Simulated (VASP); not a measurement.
Energy against volume of Li₂S (antifluorite). Calculation: MS2 meta-GGA, VASP's PBE PAW potentials (set 64) (plane waves; VASP 6.6.1).

```json
[
 {"V (Å³/atom)": "14.038", "E (eV/atom)": "-6.19513"},
 {"V (Å³/atom)": "14.487", "E (eV/atom)": "-6.20123"},
 {"V (Å³/atom)": "14.935", "E (eV/atom)": "-6.20301"},
 {"V (Å³/atom)": "15.383", "E (eV/atom)": "-6.20110"},
 {"V (Å³/atom)": "15.831", "E (eV/atom)": "-6.19594"}
]
```

Fit a third-order Birch-Murnaghan equation of state.

The volume per atom comes out as 14.92 Å³/atom and the bulk modulus comes out as 44.5 GPa. The pressure derivative of the bulk modulus is 3.73 and the lattice constant a is 5.636 Å.

Measured: a 5.716 Å at 293 K (computed value off by -1.4 %), as given by F. Kubel et al., Zeitschrift für Kristallographie - New Crystal Structures (1999), doi:10.1515/ncrs-1999-0303. The calculation is for a static lattice, while the measured a holds thermal and zero-point effects, which are part of the difference.

The compound is Li2S in the antifluorite structure. It was relaxed first.
